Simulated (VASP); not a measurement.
All values below come from PBEsol GGA, VASP's PBE PAW potentials (set 64) (plane waves; VASP). For the first row: Run with 520 eV cut-off, 10×10×10 Γ-centred mesh, tetrahedra with Blöchl corrections, potentials Be C.

| system | energy (eV/atom) |
|---|---|
| Be$_{2}$C (antifluorite) | -6.1373 |
| Be (hcp) | -3.9964 |
| C (graphite) | -9.6457 |

The references are the elements' solids at the same level; no temperature or zero-point terms are added.  Without a dispersion term in the relaxation, distances and binding between the weakly bound layers, chains or molecules are unreliable, and so is what depends on them.

Task: What is the formation energy per atom of Be$_{2}$C?

Result: The references average (2×(-3.9964) + 1×(-9.6457))/3 = -5.8795 eV, so the formation energy is -6.1373 − (-5.8795) = -0.258 eV/atom.
